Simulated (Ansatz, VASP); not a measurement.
# Cross-check of LuBRh3 between VASP and Ansatz, part 2 of 2

Aim: how closely do two programs agree when they are given the same cell, functional and k mesh? The cell is taken from a series of runs on this material, whose earlier steps may have relaxed, scaled, displaced or heated it; both programs get it as it stands.

VASP 6.6.1 and Ansatz 0.2.0.

So far: Set-up; VASP: relaxation of cell and atoms, PBEsol.

## Step 3: Ansatz: relaxation of cell and atoms, PBEsol

Level of this step: Ansatz beside VASP: Kohn-Sham DFT, plane waves, PBEsol (Ansatz).

Ansatz runs on its PAW soft_1 files.

The same cell, functional, mesh and smearing now go to Ansatz, which takes its cutoff from its data sets.

input.yaml reads:

```yaml
crystal:
  lattice:
    - [4.1211099879, 0.0, 0.0]
    - [0.0, 4.1211099879, 0.0]
    - [0.0, 0.0, 4.1211099879]
  atoms:
    - { symbol: Lu, position: [0.0, 0.0, 0.0] }
    - { symbol: B, position: [0.5, 0.5, 0.5] }
    - { symbol: Rh, position: [0.0, 0.5, 0.5] }
    - { symbol: Rh, position: [0.5, 0.0, 0.5] }
    - { symbol: Rh, position: [0.5, 0.5, 0.0] }
kpoints:
  mp_grid: { grid: [12, 12, 12] }
hamiltonian:
  xc: pbesol
  pseudopotentials: { kind: paw, azcp: { folder: soft_1 }, xc_functional: pbe }
scf:
  occupations: { method: methfessel_paxton, width: 0.2 }
output:
  forces: true
  stress: true
  eigenvalues: true
  write_density: true
  write_potential: true
  elf: true
  volumetric_format: npy
relax:
  adjacent_minimum: "off"
  f_tol: 0.001
  max_steps: 60
  cell: { stress_tol: 0.01 }
```

On the command line:

```bash
ansatz run input.yaml --threads 4 --pin off --max-ram 10240MiB --backend cpu --events-out ev --progress --plain --runs-dir out
```

Numbers of over 12 decimals in the logs are rounded to 6 here.

Output:

```text
Engine: ansatz 0.2.0, aarch64-unknown-linux-gnu
Pseudopotentials: kind: paw
Pseudopotential: Lu, paw, valence charge 25, recommended cutoff 420 eV (normal), soft_1/Lu.paw.azcp
Pseudopotential: B, paw, valence charge 3, recommended cutoff 420 eV (normal), soft_1/B.paw.azcp
Pseudopotential: Rh, paw, valence charge 17, recommended cutoff 420 eV (normal), soft_1/Rh.paw.azcp
Functional definition: PBEsol
  exchange = pbesol_x
  correlation = pbesol_c
Crystal: 5 atoms, lattice volume = 69.991 Å³
Basis set: ecut = 420 eV, 1357 PW (Γ), exchange–correlation on 60×60×60 points (8 copies of the dense FFT grid, shifted against one another)
Bands: 48, of which v1, the nominal top of the filled ones, is band 40 counted from 1 (39 counted from 0)
Symmetry: 48 space group operations
Space group: Pm-3m (ITA 221), of the structure as read, at distance tolerance 4.1e-5 Å
k-points: 84 of 1728
Non-local potential: Lu, projectors of the file, l = 0: 3, l = 1: 2, l = 2: 2, l = 3: 3
Non-local potential: B, projectors of the file, l = 0: 2, l = 1: 2, l = 2: 1
Non-local potential: Rh, projectors of the file, l = 0: 3, l = 1: 2, l = 2: 2, l = 3: 1
PAW form: soft (Blöchl's): semilocal exchange-correlation on the pseudo side does not see the compensation charge
PAW frozen core: Lu, regenerated for the run's functional, and the local potential with it (the file was generated under x = pbe(κ = 0.804, μ = 0.219515), c = pbe(β = 0.066725))
PAW frozen core: B, regenerated for the run's functional, and the local potential with it (the file was generated under x = pbe(κ = 0.804, μ = 0.219515), c = pbe(β = 0.066725))
PAW frozen core: Rh, regenerated for the run's functional, and the local potential with it (the file was generated under x = pbe(κ = 0.804, μ = 0.219515), c = pbe(β = 0.066725))
PAW one-centre angular grid: Lu, 590 points (default); XC on 64 Gauss nodes
PAW one-centre angular grid: B, 110 points (default); XC on 64 Gauss nodes
PAW one-centre angular grid: Rh, 590 points (default); XC on 64 Gauss nodes
Initial density: superposition of atomic densities (chi_scale 0.1, normalization cell, long waves kept (reshape's long-wave potential 0.00 eV rms))
Initial wavefunctions: pseudopotential atomic-orbital guess
Functional: x = pbesol(κ = 0.804, μ = 0.123457), c = pbesol(β = 0.046)
SCF iter   1: F=—  HF=-33798.670362 eV  |F-HF|=—  |Δ(HF+E_count)|=         —  Δρ=2.81e-1  dr2=9.23e1  ethr=3.10e-3  ⟨swp⟩=5.7  Hψ=15846  notcnv=0
preconditioner: auto → Kerker (q_TF=auto, 2.784 Å⁻¹)  [metal: Δε(μ)=0.013 eV  Ē_g=11.269 eV  σ=0.200 eV  W_gap=0.06  n_scr=26 (ndim 8)  ℏωp=32.3 eV  f_vac=0.000  D(μ)=2.58/eV (n_scr^D=18)]
SCF iter   2: F=—  HF=-33789.636815 eV  |F-HF|=—  |Δ(HF+E_count)|=    9.03e0  S|Δr|=    0.00e0  Δρ=1.40e-1  dr2=2.53e1  ethr=3.10e-3  ⟨swp⟩=4.2  Hψ=10095  notcnv=0  defer=84
SCF iter   3: F=—  HF=-33786.703833 eV  |F-HF|=—  |Δ(HF+E_count)|=    2.93e0  S|Δr|=    0.00e0  Δρ=4.80e-2  dr2=3.71e0  ethr=3.10e-3  ⟨swp⟩=3.5  Hψ=10363  notcnv=0  defer=108
SCF iter   4: F=—  HF=-33785.576082 eV  |F-HF|=—  |Δ(HF+E_count)|=    1.13e0  S|Δr|=    0.00e0  Δρ=3.10e-2  dr2=1.47e0  ethr=3.10e-3  ⟨swp⟩=3.3  Hψ=10382  notcnv=0  defer=149
SCF iter   5: F=—  HF=-33785.156574 eV  |F-HF|=—  |Δ(HF+E_count)|=   4.20e-1  S|Δr|=    0.00e0  Δρ=1.32e-2  dr2=1.04e-1  ethr=1.87e-3  ⟨swp⟩=3.9  Hψ=8583  notcnv=0  defer=155
SCF iter   6: F=—  HF=-33785.138667 eV  |F-HF|=—  |Δ(HF+E_count)|=   1.79e-2  S|Δr|=    0.00e0  Δρ=3.49e-3  dr2=1.34e-2  ethr=1.31e-4  ⟨swp⟩=2.6  Hψ=8534  notcnv=0  defer=163
SCF iter   7: F=—  HF=-33785.129535 eV  |F-HF|=—  |Δ(HF+E_count)|=   9.13e-3  S|Δr|=    0.00e0  Δρ=1.02e-3  dr2=1.81e-3  ethr=1.70e-5  ⟨swp⟩=3.0  Hψ=7184  notcnv=0  defer=163
SCF iter   8: F=—  HF=-33785.129336 eV  |F-HF|=—  |Δ(HF+E_count)|=   1.98e-4  S|Δr|=    0.00e0  Δρ=6.87e-4  dr2=9.03e-4  ethr=2.29e-6  ⟨swp⟩=2.2  Hψ=5883  notcnv=0  defer=155
SCF iter   9: F=—  HF=-33785.129070 eV  |F-HF|=—  |Δ(HF+E_count)|=   2.66e-4  S|Δr|=    0.00e0  Δρ=1.96e-4  dr2=7.36e-5  ethr=1.14e-6  ⟨swp⟩=2.0  Hψ=6099  notcnv=0  defer=155
SCF iter  10: F=—  HF=-33785.129060 eV  |F-HF|=—  |Δ(HF+E_count)|=   1.06e-5  S|Δr|=    0.00e0  Δρ=2.62e-5  dr2=7.01e-7  ethr=9.32e-8  ⟨swp⟩=2.3  Hψ=7161  notcnv=0  defer=155
SCF iter  11: F=-33785.129059 eV  HF=-33785.129059 eV  |F-HF|=3.94e-8  |Δ(HF+E_count)|=   3.05e-7  S|Δr|=    0.00e0  Δρ=9.28e-6  dr2=3.80e-8  ethr=1.27e-10  ⟨swp⟩=21.3  Hψ=51203  notcnv=0
SCF 1 converged in 11 iterations: F = -33785.129059 eV  dr2 = 3.80e-8
  greatest PAW one-centre occupation: 0.999 electrons in one spin orbital (limit 2), on the Rh atom at site 2 (counted from 0), in its partial waves of l = 0
[...]
SCF iter   5: F=—  HF=-33785.129083 eV  |F-HF|=—  |Δ(HF+E_count)|=   1.19e-8  S|Δr|=    0.00e0  Δρ=1.07e-5  dr2=1.09e-7  ethr=1.54e-10  ⟨swp⟩=2.6  Hψ=7979  notcnv=0
SCF iter   6: F=-33785.129083 eV  HF=-33785.129083 eV  |F-HF|=4.01e-9  |Δ(HF+E_count)|=   2.29e-8  S|Δr|=    0.00e0  Δρ=1.34e-6  dr2=2.57e-9  ethr=1.11e-11  ⟨swp⟩=9.0  Hψ=35754  notcnv=0
SCF 2 converged in 6 iterations: F = -33785.129083 eV  dr2 = 2.57e-9
  greatest PAW one-centre occupation: 0.999 electrons in one spin orbital (limit 2), on the Rh atom at site 4 (counted from 0), in its partial waves of l = 0
relax step   2: F+E_penalty+E_count = -33785.12908306 eV  Δ(F+E_penalty+E_count) = -2.378e-5 eV  max|allowed force component| = 2.030e-29 eV/Å  Δτ_max = 0.0000 Å  P = +0.024 GPa  Ω = 69.963 Å³  energy of the carried Pulay correction = +2.065e-5 eV  (6 SCF iters, dr2 threshold 8.76e-9 eV, accepted)
[...]
relax step   3: F+E_penalty+E_count = -33785.12907777 eV  Δ(F+E_penalty+E_count) = +5.292e-6 eV  max|allowed force component| = 1.883e-29 eV/Å  Δτ_max = 0.0000 Å  P = -0.000 GPa  Ω = 69.971 Å³  energy of the carried Pulay correction = +1.478e-5 eV  (6 SCF iters, dr2 threshold 1.38e-9 eV, accepted)
[...]
relax step   4: F+E_penalty+E_count = -33785.12906018 eV  Δ(F+E_penalty+E_count) = +1.759e-5 eV  max|allowed force component| = 1.204e-29 eV/Å  Δτ_max = 0.0000 Å  P = -0.000 GPa  Ω = 69.971 Å³  stress off target by 1.72e-4 GPa  SCF on the basis re-selected at this cell (its energy is not comparable with the rows above)  (5 SCF iters)
basis re-selected at this cell: Δ(F+E_penalty+E_count) = +1.759e-5 eV, ΔP = -0.000 GPa vs the last step (what re-selecting the basis moved, of the pressure what is left beyond the Pulay correction that the steps carried, after the strain that the cell walked since its last selection, with what the two solves' SCF thresholds leave and, on support functions, any second-order correction that the steps lacked; it is no m [...]
SCF converged after 5 iterations
Stability not checked: this state was not tested for a lower state beside it, because cold or Methfessel-Paxton smearing, or corrected tetrahedra, fill the levels in a way that the test cannot read (fill_not_monotonic; see scf.lower_state_search)
Free energy (F): -33785.129060 eV
Harris-Foulkes:  -33785.129060 eV  (|F-HF|=0.00e0)
Internal energy: -33785.122193 eV  (E = F + TS)
E sigma→0 (E₀):  -33785.127343 eV
Entropy (-TS):   -0.006867 eV (-1.373 meV/atom)
Fermi energy:    19.453346 eV
--- Per-component energies (eV) ---
  E_band       = -183.318120
  E_kinetic    = 2086.481805
  E_local      = -10916.911673  (includes V_loc(G=0)·N_el)
  E_nonlocal   = 1597.384514
  E_hartree    = 4350.534214
  E_xc         = -843.935974
  E_vxc        = -1052.751383  (∫ρ·V_xc dr)
  E_paw        = -17997.964635  (= ΣΔE_a)
  E_vpaw       = -598.590015  (= ΣTr[D̂ρ^β])
  E_aug_tail   = 0.000175  (compensation charges beyond the density's cutoff)
  E_ewald      = -12062.745815
  E_core_change = 2.035197  (= ΣΔE_core)
  E_smearing   = -0.006867  (= −TS)
  E_closure    = 0.000000  (closes the sum)
  Σ components = -33785.129060   (vs F -33785.129060, Δ=0.00e0)
--- Forces (eV/Å), atoms counted from 1 ---
  atom   1  Lu    -0.00000000    -0.00000000     0.00000000
  atom   2  B      0.00000000     0.00000000     0.00000000
  atom   3  Rh     0.00000000     0.00000000     0.00000000
  atom   4  Rh    -0.00000000     0.00000000    -0.00000000
  atom   5  Rh     0.00000000     0.00000000     0.00000000
  max |Σ_I F_I| component: 2.18e-29 eV/Å
--- Stress (GPa, compression-positive) ---
       -0.000172       0.000000       0.000000
       -0.000000      -0.000172       0.000000
       -0.000000       0.000000      -0.000172
  P = ⅓ Tr σ = -0.0002 GPa (-0.002 kbar)
--- Band table (eV; the first three rows and the last of 84) ---
  k-point 0: bands = [... 36 lower, 18.7323, 18.7323, 19.7775, 19.7775, 19.7775, 19.7777, 23.5852, 23.5852, ... 4 higher]
  k-point 1: bands = [... 36 lower, 18.4940, 18.9863, 19.7259, 19.7777, 20.0398, 20.0398, 23.5536, 23.6876, ... 4 higher]
  k-point 2: bands = [... 36 lower, 18.1685, 19.0607, 19.5730, 19.7781, 20.5136, 20.5136, 23.4636, 23.9318, ... 4 higher]
  k-point 83: bands = [... 36 lower, 19.6048, 19.6048, 19.6048, 20.6989, 20.6989, 20.6989, 21.8958, 21.8958, ... 4 higher]
--- Relaxed structure (3 steps of the walk, 3 accepted, 1 SCFs on fresh bases) ---
  F+E_penalty+E_count = -33785.12906018 eV   max|allowed force component| = 1.204e-29 eV/Å   (the final SCF, on the basis selected at the relaxed cell)
  cell:  # Å, volume = 69.9713 Å³
    - [4.120722, 0, 0.0]
    - [0, 4.120722, 0.0]
    - [0.0, 0.0, 4.120722]
  atoms:
    - { symbol: Lu, position: [0, 0, 0] }
    - { symbol: B, position: [0.5, 0.5, 0.5] }
    - { symbol: Rh, position: [0, 0.5, 0.5] }
    - { symbol: Rh, position: [0.5, 0, 0.5] }
    - { symbol: Rh, position: [0.5, 0.5, 0] }
```

## Step 4: Differences

Known differences besides the potentials themselves: the data sets hold 79 valence electrons in Ansatz (on its PAW soft_1 files) and 57 in VASP; the cutoff is 420 eV in Ansatz and 500 eV in VASP; Ansatz makes its cores anew for this functional, VASP keeps those of its PBE data sets; Ansatz adds a Pulay correction to the stress that steers its cell, VASP none. Total energies have different zeros and are not compared.

The two programs side by side:

```csv
quantity,Ansatz,VASP,difference
volume (Å³),69.97,69.61,+0.52 %
"edge a after relaxation, in the typed setting (Å)",4.121,4.114,+0.17 %
```

## Step 5: Outcome

```
difference in volume (relaxation of cell and atoms, PBEsol) : 0.52 %
```

What this shows: The difference in volume is 0.52 % (relaxation of cell and atoms, PBEsol), within the 1.2 % picked in this series as the mark of a large difference, as far as the stopping tolerances let one tell. The data sets hold unlike numbers of valence electrons (79 in Ansatz and 57 in VASP), so part of the differences comes from the potentials. How closely two codes agree says nothing of how well the functional describes the real material.

[Lines on the potential files, build, host, timing and source positions are cut from VASP's logs without a mark.]

[Logs are printed without paths, hosts, clocks, repeated set-up lines and the standing remarks that a program may print on its own settings, such as how far it seeks lower states.]

[Hosts, paths, dates, database ids (printed as entryN), source tags and the programs' standing remarks are cut or masked in the printed files.]
